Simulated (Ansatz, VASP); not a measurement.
# Ti (Titanium) in two plane-wave programs

Wanted: the spread between two codes on one cell, functional and k mesh. Of the first pair: The cell is taken from a series of runs on this material, whose earlier steps may have relaxed, scaled, displaced or heated it; both programs get it as it stands.

Program: Ansatz 0.2.0. Level of theory: plane waves, with VASP 6.6.1 beside it; relaxation of cell and atoms at PBEsol and single point at PBEsol. Results are calculated unless marked as measured.

## Step 1: The starting structure

It takes space group P6_3/mmc (No. 194, hexagonal). Conventional cell: a = 2.900 Å, b = 2.900 Å, c = 4.591 Å, α = 90.00°, β = 90.00°, γ = 120.00°. Nearest to Ti lie 12 Ti at 2.84 to 2.90 Å.

## Step 2: Ansatz: relaxation of cell and atoms, PBEsol

Ansatz runs on its PAW soft_1 files.

The relaxed volume is the usual yardstick between codes: in a stiff, nearly cubic crystal its relative difference is about their pressure difference at one cell divided by the bulk modulus.

File input.yaml:

```yaml
crystal:
  lattice:
    - [2.9000080466, 0.0, 0.0]
    - [-1.4500040233, 2.5114806395, 0.0]
    - [0.0, 0.0, 4.5905126127]
  atoms:
    - { symbol: Ti, position: [0.3333333333, 0.6666666667, 0.25] }
    - { symbol: Ti, position: [0.6666666667, 0.3333333333, 0.75] }
kpoints:
  mp_grid: { grid: [18, 18, 12] }
hamiltonian:
  xc: pbesol
  pseudopotentials: { kind: paw, azcp: { folder: soft_1 }, xc_functional: pbe }
scf:
  occupations: { method: methfessel_paxton, width: 0.2 }
output:
  forces: true
  stress: true
  eigenvalues: true
relax:
  adjacent_minimum: "off"
  f_tol: 0.001
  max_steps: 60
  cell: { stress_tol: 0.01 }
```

Started as:

```bash
ansatz run input.yaml --threads 4 --pin off --max-ram 10240MiB --backend cpu --events-out ev --progress --plain --runs-dir out
```

Numbers of over 12 decimals in the logs are rounded to 6 here.

Output:

```text
Engine: ansatz 0.2.0, aarch64-unknown-linux-gnu
Pseudopotentials: kind: paw
Pseudopotential: Ti, paw, valence charge 12, recommended cutoff 420 eV (normal), soft_1/Ti.paw.azcp
Functional definition: PBEsol
  exchange = pbesol_x
  correlation = pbesol_c
Crystal: 2 atoms, lattice volume = 33.434 Å³
Basis set: ecut = 420 eV, 627 PW (Γ), exchange–correlation on 40×40×64 points (8 copies of the dense FFT grid, shifted against one another)
Bands: 16, of which v1, the nominal top of the filled ones, is band 12 counted from 1 (11 counted from 0)
Symmetry: 24 space group operations
Space group: P63/mmc (ITA 194), of the structure as read, at distance tolerance 3.2e-5 Å
k-points: 259 of 3888
Non-local potential: Ti, projectors of the file, l = 0: 3, l = 1: 2, l = 2: 3, l = 3: 1
PAW form: soft (Blöchl's): semilocal exchange-correlation on the pseudo side does not see the compensation charge
PAW frozen core: Ti, regenerated for the run's functional, and the local potential with it (the file was generated under x = pbe(κ = 0.804, μ = 0.219515), c = pbe(β = 0.066725))
PAW one-centre angular grid: Ti, 590 points (default); XC on 64 Gauss nodes
Initial density: superposition of atomic densities (chi_scale 0.1, normalization cell)
Initial wavefunctions: pseudopotential atomic-orbital guess
Functional: x = pbesol(κ = 0.804, μ = 0.123457), c = pbesol(β = 0.046)
SCF iter   1: F=—  HF=-4948.270498 eV  |F-HF|=—  |Δ(HF+E_count)|=         —  Δρ=6.44e-2  dr2=1.41e0  ethr=3.10e-3  ⟨swp⟩=3.0  Hψ=15237  notcnv=0
preconditioner: auto → none  [metal: Δε(μ)=0.004 eV  Ē_g=3.257 eV  σ=0.200 eV  W_gap=0.02  n_scr=8 (ndim 8)  ℏωp=18.2 eV  f_vac=0.000  D(μ)=1.56/eV (n_scr^D=22)  sad-step TF]
SCF iter   2: F=—  HF=-4947.917566 eV  |F-HF|=—  |Δ(HF+E_count)|=   3.53e-1  S|Δr|=    0.00e0  Δρ=3.23e-2  dr2=3.77e-1  ethr=3.10e-3  ⟨swp⟩=2.4  Hψ=8342  notcnv=0
SCF iter   3: F=—  HF=-4947.798180 eV  |F-HF|=—  |Δ(HF+E_count)|=   1.19e-1  S|Δr|=    0.00e0  Δρ=1.87e-3  dr2=5.53e-4  ethr=1.57e-3  ⟨swp⟩=2.4  Hψ=6787  notcnv=0
SCF iter   4: F=—  HF=-4947.798756 eV  |F-HF|=—  |Δ(HF+E_count)|=   5.77e-4  S|Δr|=    0.00e0  Δρ=2.03e-4  dr2=8.44e-6  ethr=2.31e-6  ⟨swp⟩=2.3  Hψ=7675  notcnv=0
SCF iter   5: F=—  HF=-4947.798768 eV  |F-HF|=—  |Δ(HF+E_count)|=   1.18e-5  S|Δr|=    0.00e0  Δρ=5.89e-5  dr2=7.58e-7  ethr=3.52e-8  ⟨swp⟩=2.0  Hψ=5187  notcnv=0
SCF iter   6: F=-4947.798768 eV  HF=-4947.798768 eV  |F-HF|=1.06e-8  |Δ(HF+E_count)|=   2.72e-7  S|Δr|=    0.00e0  Δρ=8.59e-6  dr2=1.44e-8  ethr=4.17e-10  ⟨swp⟩=5.1  Hψ=17513  notcnv=0
SCF 1 converged in 6 iterations: F = -4947.798768 eV  dr2 = 1.44e-8
  greatest PAW one-centre occupation: 0.999 electrons in one spin orbital (limit 2), on the Ti atom at site 1 (counted from 0), in its partial waves of l = 0
relax step   1: F+E_penalty+E_count = -4947.79876779 eV  Δ(F+E_penalty+E_count) = +0.000e0 eV  max|allowed force component| = 3.238e-16 eV/Å  Δτ_max = 0.0000 Å  P = -0.017 GPa  Ω = 33.434 Å³  (6 SCF iters, dr2 threshold 1.00e-7 eV, accepted)
[...]
relax step   2: F+E_penalty+E_count = -4947.79877142 eV  Δ(F+E_penalty+E_count) = -3.638e-6 eV  max|allowed force component| = 2.220e-16 eV/Å  Δτ_max = 0.0000 Å  P = +0.012 GPa  Ω = 33.427 Å³  energy of the carried Pulay correction = +1.453e-6 eV  (3 SCF iters, dr2 threshold 7.93e-9 eV, accepted)
[...]
relax step   3: F+E_penalty+E_count = -4947.79877072 eV  Δ(F+E_penalty+E_count) = +7.044e-7 eV  max|allowed force component| = 2.683e-16 eV/Å  Δτ_max = 0.0000 Å  P = -0.005 GPa  Ω = 33.431 Å³  energy of the carried Pulay correction = +6.489e-7 eV  (3 SCF iters, dr2 threshold 4.19e-10 eV, accepted)
[...]
relax step   4: F+E_penalty+E_count = -4947.79877007 eV  Δ(F+E_penalty+E_count) = +6.513e-7 eV  max|allowed force component| = 2.405e-16 eV/Å  Δτ_max = 0.0000 Å  P = -0.005 GPa  Ω = 33.431 Å³  stress off target by 6.12e-3 GPa  SCF on the basis re-selected at this cell (its energy is not comparable with the rows above)  (4 SCF iters)
basis re-selected at this cell: Δ(F+E_penalty+E_count) = +6.513e-7 eV, ΔP = +0.000 GPa vs the last step (what re-selecting the basis moved, of the pressure what is left beyond the Pulay correction that the steps carried, after the strain that the cell walked since its last selection, with what the two solves' SCF thresholds leave and, on support functions, any second-order correction that the steps lacked; it is no m [...]
SCF converged after 4 iterations
Stability not checked: this state was not tested for a lower state beside it, because cold or Methfessel-Paxton smearing, or corrected tetrahedra, fill the levels in a way that the test cannot read (fill_not_monotonic; see scf.lower_state_search)
Free energy (F): -4947.798770 eV
Harris-Foulkes:  -4947.798770 eV  (|F-HF|=2.73e-12)
Internal energy: -4947.803489 eV  (E = F + TS)
E sigma→0 (E₀):  -4947.799950 eV
Entropy (-TS):   0.004719 eV (2.360 meV/atom)
Fermi energy:    13.784615 eV
--- Per-component energies (eV) ---
  E_band       = -302.257486
  E_kinetic    = 563.548785
  E_local      = -1704.409946  (includes V_loc(G=0)·N_el)
  E_nonlocal   = 123.825347
  E_hartree    = 676.443405
  E_xc         = -230.857754
  E_vxc        = -290.446758  (∫ρ·V_xc dr)
  E_paw        = -2034.754805  (= ΣΔE_a)
  E_vpaw       = -347.661594  (= ΣTr[D̂ρ^β])
  E_aug_tail   = -0.000162  (compensation charges beyond the density's cutoff)
  E_ewald      = -2341.877129
  E_core_change = 0.278769  (= ΣΔE_core)
  E_smearing   = 0.004719  (= −TS)
  E_closure    = -0.000000  (closes the sum)
  Σ components = -4947.798770   (vs F -4947.798770, Δ=0.00e0)
--- Forces (eV/Å), atoms counted from 1 ---
  atom   1  Ti    -0.00000000    -0.00000000     0.00000000
  atom   2  Ti    -0.00000000     0.00000000     0.00000000
  max |Σ_I F_I| component: 1.11e-16 eV/Å
--- Stress (GPa, compression-positive) ---
       -0.006118      -0.000000       0.000000
       -0.000000      -0.006118       0.000000
        0.000000       0.000000      -0.002432
  P = ⅓ Tr σ = -0.0049 GPa (-0.049 kbar)
--- Band table (eV; the first three rows and the last of 259) ---
  k-point 0: bands = [... 8 lower, 7.5017, 10.9861, 14.5662, 14.5662, 14.6579, 14.7029, 15.1003, 15.1003]
  k-point 1: bands = [... 8 lower, 7.5627, 10.9622, 14.5325, 14.5325, 14.5456, 14.6681, 15.0648, 15.0648]
  k-point 2: bands = [... 8 lower, 7.7434, 10.8752, 14.2744, 14.4634, 14.4634, 14.5675, 14.9688, 14.9688]
  k-point 258: bands = [... 8 lower, 12.4665, 12.4665, 12.6322, 12.6322, 13.5761, 13.5761, 15.5206, 15.5206]
--- Relaxed structure (3 steps of the walk, 3 accepted, 1 SCFs on fresh bases) ---
  F+E_penalty+E_count = -4947.79877007 eV   max|allowed force component| = 2.405e-16 eV/Å   (the final SCF, on the basis selected at the relaxed cell)
  cell:  # Å, volume = 33.4312 Å³
    - [2.900442, 0.0, 0.0]
    - [-1.450221, 2.511856, 0.0]
    - [0.0, 0.0, 4.588740]
  atoms:
    - { symbol: Ti, position: [0.333333, 0.666667, 0.25] }
    - { symbol: Ti, position: [0.666667, 0.333333, 0.750000] }
```

## Step 3: VASP: relaxation of cell and atoms, PBEsol

The same cell, functional, mesh and smearing now go to VASP, with its own data sets.

Lines of VASP's logs that name or quote its potential files are left out, and so is its time.

File INCAR:

```
SYSTEM = Ti
PREC = Accurate
ENCUT = 500
EDIFF = 1E-07
NELM = 120
ISMEAR = 1
SIGMA = 0.2
LREAL = .FALSE.
ALGO = Normal
GGA = PS
NBANDS = 18
LASPH = .TRUE.
LORBIT = 11
LWAVE = .FALSE.
LCHARG = .FALSE.
ISIF = 3
IBRION = 2
NSW = 80
EDIFFG = -0.005
GGA_COMPAT = .FALSE.
NELMIN = 4
KPAR = 2
```

File POSCAR:

```
Ti
1.0
    2.9000080000      0.0000000000      0.0000000000
   -1.4500040000      2.5114810000      0.0000000000
    0.0000000000      0.0000000000      4.5905130000
Ti
2
Direct
    0.3333331342      0.6666664676      0.2500000000
    0.6666664676      0.3333331342      0.7500000000
```

File KPOINTS:

```
Automatic mesh
0
Gamma
18 18 12
0 0 0
```

Potentials, in the order of the species: Ti_sv (PBE family, release 64).

Started as:

```bash
mpirun -np 2 vasp_std
```

Output:

```text
[banner, memory and clock lines left out]
running    2 mpi-ranks, on    1 nodes
 distrk:  each k-point on    1 cores,    2 groups
 distr:  one band on    1 cores,    1 groups

 POSCAR found type information on POSCAR Ti
 POSCAR found :  1 types and       2 ions
|                                                                             |
|               ----> ADVICE to this user running VASP <----                  |
|                                                                             |
|     You enforced a specific xc type in the INCAR file but a different       |
|     [... a line on the potential file left out ...]
|     I HOPE YOU KNOW WHAT YOU ARE DOING!                                     |
|                                                                             |

 LDA part: xc-table for (Slater+PW92), standard interpolation
 POSCAR, INCAR and KPOINTS ok, starting setup
 FFT: planning ... GRIDC
 FFT: planning ... GRID_SOFT
 FFT: planning ... GRID
 WAVECAR not read
 entering main loop
       N       E                     dE             d eps       ncg     rms          rms(c)
DAV:   1     0.254412623522E+03    0.25441E+03   -0.12933E+04  9340   0.163E+03
DAV:   2     0.106507945513E+02   -0.24376E+03   -0.24063E+03  9522   0.451E+02
DAV:   3    -0.176879261734E+02   -0.28339E+02   -0.28035E+02 17482   0.127E+02
DAV:   4    -0.188587945029E+02   -0.11709E+01   -0.11692E+01 10726   0.268E+01
DAV:   5    -0.189152365492E+02   -0.56442E-01   -0.56430E-01 14492   0.420E+00    0.129E+01
DAV:   6    -0.166831752004E+02    0.22321E+01   -0.79812E+00 10978   0.299E+01    0.321E+00
DAV:   7    -0.166574204077E+02    0.25755E-01   -0.87810E-01 14234   0.714E+00    0.210E+00
DAV:   8    -0.166862535108E+02   -0.28833E-01   -0.23566E-01 10862   0.590E+00    0.765E-01
DAV:   9    -0.166765325140E+02    0.97210E-02   -0.55615E-02 11106   0.250E+00    0.733E-02
DAV:  10    -0.166769349130E+02   -0.40240E-03   -0.31001E-03 13696   0.380E-01    0.979E-02
DAV:  11    -0.166769927732E+02   -0.57860E-04   -0.24026E-04 11064   0.122E-01    0.368E-02
DAV:  12    -0.166769850019E+02    0.77713E-05   -0.38624E-05 11548   0.554E-02    0.608E-03
DAV:  13    -0.166769850333E+02   -0.31486E-07   -0.15505E-06 11800   0.111E-02    0.460E-04
DAV:  14    -0.166769851404E+02   -0.10710E-06   -0.16722E-07  7958   0.270E-03    0.505E-04
DAV:  15    -0.166769851849E+02   -0.44416E-07   -0.38488E-08  5354   0.162E-03
   1 F= -.16676985E+02 E0= -.16678552E+02  d E =-.166770E+02
 curvature:   0.00 expect dE= 0.000E+00 dE for cont linesearch  0.000E+00
 trial: gam= 0.00000 g(F)=  0.314E-42 g(S)=  0.342E-03 ort = 0.000E+00 (trialstep = 0.100E+01)
 search vector abs. value=  0.342E-03
 bond charge predicted
       N       E                     dE             d eps       ncg     rms          rms(c)
DAV:   1    -0.166853249313E+02   -0.83398E-02   -0.20380E-01 12406   0.561E+00    0.790E-01
DAV:   2    -0.166769593023E+02    0.83656E-02   -0.39125E-02 13204   0.211E+00    0.222E-01
DAV:   3    -0.166766120549E+02    0.34725E-03   -0.56716E-03 13190   0.455E-01    0.745E-02
DAV:   4    -0.166768113658E+02   -0.19931E-03   -0.10353E-03 11988   0.212E-01    0.288E-02
DAV:   5    -0.166769594913E+02   -0.14813E-03   -0.31128E-04 11980   0.109E-01    0.417E-02
DAV:   6    -0.166770079908E+02   -0.48500E-04   -0.11423E-04 13830   0.759E-02    0.118E-02
DAV:   7    -0.166770161088E+02   -0.81179E-05   -0.16021E-05 12348   0.266E-02    0.175E-03
DAV:   8    -0.166770172762E+02   -0.11674E-05   -0.23180E-06 13682   0.825E-03    0.947E-04
DAV:   9    -0.166770173050E+02   -0.28808E-07   -0.47431E-08  5374   0.220E-03
   2 F= -.16677017E+02 E0= -.16678563E+02  d E =-.321202E-04
 trial-energy change:   -0.000032  1 .order   -0.000033   -0.000342    0.000276
 step:   0.5513(harm=  0.5532)  dis= 0.00000  next Energy=   -16.677079 (dE=-0.942E-04)
 bond charge predicted
       N       E                     dE             d eps       ncg     rms          rms(c)
DAV:   1    -0.166787561206E+02   -0.17388E-02   -0.41088E-02 12394   0.253E+00    0.355E-01
DAV:   2    -0.166770744263E+02    0.16817E-02   -0.79905E-03 13230   0.951E-01    0.988E-02
DAV:   3    -0.166770042308E+02    0.70195E-04   -0.11263E-03 13154   0.203E-01    0.329E-02
DAV:   4    -0.166770420372E+02   -0.37806E-04   -0.20443E-04 11952   0.935E-02    0.132E-02
DAV:   5    -0.166770714356E+02   -0.29398E-04   -0.66654E-05 11940   0.500E-02    0.189E-02
DAV:   6    -0.166770784727E+02   -0.70371E-05   -0.21797E-05 13750   0.343E-02    0.545E-03
DAV:   7    -0.166770793190E+02   -0.84630E-06   -0.33094E-06 12276   0.122E-02    0.720E-04
DAV:   8    -0.166770792616E+02    0.57394E-07   -0.42760E-07 10686   0.361E-03
   3 F= -.16677079E+02 E0= -.16678635E+02  d E =-.940768E-04
 curvature:  -0.28 expect dE=-0.214E-06 dE for cont linesearch -0.124E-07
 trial: gam=-0.00919 g(F)=  0.611E-40 g(S)=  0.772E-06 ort = 0.392E-05 (trialstep = 0.910E+00)
 search vector abs. value=  0.729E-06
 reached required accuracy - stopping structural energy minimisation
```

From OUTCAR (step 3):

```text
ion  position               nearest neighbor table
   1  0.333  0.667  0.250-   2 2.84   2 2.84   2 2.84   2 2.84   2 2.84   2 2.84
   2  0.667  0.333  0.750-   1 2.84   1 2.84   1 2.84   1 2.84   1 2.84   1 2.84

  LATTYP: Found a hexagonal cell.
 ALAT       =     2.9000080000
 C/A-ratio  =     1.5829311505

 Subroutine GETGRP returns: Found 24 space group operations
 (whereof 12 operations were pure point group operations)

The static configuration has the point symmetry D_3d.
 The point group associated with its full space group is D_6h.

 Found    259 irreducible k-points:

   k-points           NKPTS =    259   k-points in BZ     NKDIM =    259   number of bands    NBANDS=     18

   dimension x,y,z NGX =    24 NGY =   24 NGZ =   36
   dimension x,y,z NGXF=    48 NGYF=   48 NGZF=   72

   ENCUT  =  500.0 eV  36.75 Ry    6.06 a.u.   5.29  5.29  8.37*2*pi/ulx,y,z

   NELECT =      24.0000    total number of electrons

 k-points in reciprocal lattice and weights: Automatic mesh
   0.00000000  0.00000000  0.00000000       0.000
   0.05555556 -0.00000000  0.00000000       0.002
   0.11111111 -0.00000000  0.00000000       0.002
   0.16666667 -0.00000000  0.00000000       0.002
   0.22222222  0.00000000  0.00000000       0.002
   0.27777778  0.00000000  0.00000000       0.002
   0.33333333  0.00000000  0.00000000       0.002
   0.38888889 -0.00000000  0.00000000       0.002
   0.44444444  0.00000000  0.00000000       0.002
[...]
0.33333333  0.27777778  0.50000000       0.003
   0.33333333  0.33333333  0.50000000       0.001

 average (electrostatic) potential at core
       1 -71.7766       2 -71.7766

 E-fermi :   8.6596

 k-point     1 :       0.0000    0.0000    0.0000
  band No.  band energies     occupation
    ...
      6     -23.8400      2.00000
      7     -23.8033      2.00000
      8     -23.8033      2.00000
      9       2.3405      2.00000
     10       5.8494      2.00000
     11       9.4399     -0.00000
     12       9.4399     -0.00000
     13       9.5514     -0.00000
     14       9.5714     -0.00000
     15       9.9728     -0.00000
    ...

 k-point     2 :       0.0556   -0.0000    0.0000
  band No.  band energies     occupation
    ...
      6     -23.8434      2.00000
      7     -23.8203      2.00000
      8     -23.8053      2.00000
      9       2.4311      2.00000
     10       5.9219      2.00000
     11       9.2414     -0.00031
     12       9.3575     -0.00001
     13       9.5050     -0.00000
     14       9.7315     -0.00000
     15       9.9255     -0.00000
    ...

 k-point     3 :       0.1111   -0.0000    0.0000
  band No.  band energies     occupation
    ...
      6     -23.8687      2.00000
      7     -23.8533      2.00000
      8     -23.8115      2.00000
      9       2.6979      2.00000
     10       6.1269      2.00000
     11       8.9112     -0.07059
     12       8.9397     -0.06352
     13       9.6968     -0.00000
     14       9.7700     -0.00000
     15       9.9672     -0.00000
    ...

  Total        0.0017936      0.0017936     -0.0050563      0.0000000     -0.0000000      0.0000000
  in kB        0.0861839      0.0861839     -0.2429642      0.0000000     -0.0000000      0.0000000
  external PRESSURE =      -0.0235321 kB  Pullay stress =       0.0000000 kB

  energy-cutoff  :      500.00
  volume of cell :       33.34
      direct lattice vectors                 reciprocal lattice vectors
     2.897541661  0.000000000  0.000000000     0.345120146  0.199255177  0.000000000
    -1.448770830  2.509345086 -0.000000000     0.000000000  0.398510355  0.000000000
     0.000000000  0.000000000  4.585782838     0.000000000  0.000000000  0.218065276

 POSITION                                       TOTAL-FORCE (eV/Angst)
 -----------------------------------------------------------------------------------
     -0.00000      1.67290      1.14645         0.000000      0.000000      0.000000
      1.44877      0.83645      3.43934        -0.000000     -0.000000     -0.000000
 -----------------------------------------------------------------------------------
    total drift:                                0.001110      0.001923     -0.000000

  FREE ENERGIE OF THE ION-ELECTRON SYSTEM (eV)
  ---------------------------------------------------
  free  energy   TOTEN  =       -16.6770792616 eV

  energy  without entropy=      -16.6817455798  energy(sigma->0) =      -16.67863470

 reached required accuracy - stopping structural energy minimisation

 total charge
# of ion       s       p       d       tot
------------------------------------------
    1        2.260   6.130   1.913  10.303
    2        2.260   6.130   1.913  10.303
--------------------------------------------------
tot          4.520  12.260   3.826  20.605

[... 3 further parts left out ...]
```

The run keeps the 24 symmetry operations of its start, so it cannot find a distortion of lower symmetry.

## Step 4: Comparison

Known differences besides the potentials themselves: the cutoff is 420 eV in Ansatz and 500 eV in VASP; Ansatz makes its cores anew for this functional, VASP keeps those of its PBE data sets; Ansatz adds a Pulay correction to the stress that steers its cell, VASP none. Total energies have different zeros and are not compared.

Both answers:

| quantity | Ansatz | VASP | difference |
| --- | --- | --- | --- |
| volume (Å³) | 33.43 | 33.34 | +0.26 % |
| edge a after relaxation, in the typed setting (Å) | 2.900 | 2.897 | +0.10 % |
| edge c after relaxation, in the typed setting (Å) | 4.589 | 4.586 | +0.06 % |

## Step 5: Ansatz: relaxation, PBEsol

This run makes the geometry at which the two programs are then compared.

The structure compared here is the end of the Ansatz relaxation.

input.yaml, the sections that differ from step 2:

```yaml
crystal:
  lattice:
    - [2.9584508036, 0.0, 0.0]
    - [-1.4792254018, 2.5620935517, 0.0]
    - [0.0, 0.0, 4.5519429126]
  atoms:
    - { symbol: Ti, position: [0.3333333333, 0.6666666667, 0.25] }
    - { symbol: Ti, position: [0.6666666667, 0.3333333333, 0.75] }
relax:
  adjacent_minimum: "off"
  f_tol: 0.001
  max_steps: 60
  cell: { stress_tol: 0.01, fix: [a, b, gamma] }
# kpoints, hamiltonian, scf, output: as in step 2
```

Started as:

```bash
ansatz run input.yaml --threads 4 --pin off --max-ram 10240MiB --backend cpu --events-out ev --progress --plain --runs-dir out
```

Output:

```text
[...]
Crystal: 2 atoms, lattice volume = 34.503 Å³
Basis set: ecut = 420 eV, 651 PW (Γ), exchange–correlation on 40×40×64 points (8 copies of the dense FFT grid, shifted against one another)
Bands: 16, of which v1, the nominal top of the filled ones, is band 12 counted from 1 (11 counted from 0)
Symmetry: 24 space group operations
[...]
k-points: 259 of 3888
[...]
--- Relaxed structure (3 steps of the walk, 3 accepted, 1 SCFs on fresh bases) ---
[...]
cell:  # Å, volume = 34.2323 Å³
    - [2.958451, 0, 4.294702095608066e-19]
    - [-1.479225, 2.562094, -2.1473510478040333e-19]
    - [6.607930996279354e-19, 0, 4.516232]
  atoms:
    - { symbol: Ti, position: [0.333333, 0.666667, 0.250000] }
    - { symbol: Ti, position: [0.666667, 0.333333, 0.75] }
[key lines of the parts left out:]
SCF converged after 5 iterations
Free energy (F): -4947.781951 eV
Fermi energy:    13.416844 eV
P = ⅓ Tr σ = -2.6242 GPa (-26.242 kbar)
```

[end of part 1 of 2]

[Lines on the potential files, build, host, timing and source positions are cut from VASP's logs without a mark.]

[Logs are printed without paths, hosts, clocks, repeated set-up lines and the standing remarks that a program may print on its own settings, such as how far it seeks lower states.]

[Hosts, paths, dates, database ids (printed as entryN), source tags and the programs' standing remarks are cut or masked in the printed files.]
